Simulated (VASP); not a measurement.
Data:

```
CoGa
1.0
    2.88931     0.00000     0.00000
    0.00000     2.88931     0.00000
    0.00000     0.00000     2.88931
Ga Co
1 1
Cartesian
  1.44465   1.44465   1.44465
  0.00000   0.00000   0.00000
```

The numbers are results of MS2 meta-GGA, VASP's PBE PAW potentials (set 64) (plane waves; VASP 6.6.1), not measurements. Numerical set-up: 520 eV cut-off, 13×13×13 Γ-centred mesh, first-order Methfessel-Paxton smearing of 0.10 eV, potentials Ga_d Co.

Task: Give the stress tensor in GPa (positive for a compressed cell).

Result: 
```
-9.39   0.00   0.00
 0.00  -9.39   0.00
 0.00   0.00  -9.39
```
The pressure is its mean diagonal, -9.39 GPa.

The compound is CoGa in the CsCl type structure. This cell is one point of a volume scan, at 1.06 of the reference volume. The run is not spin-polarised, so no magnetic state was tried.
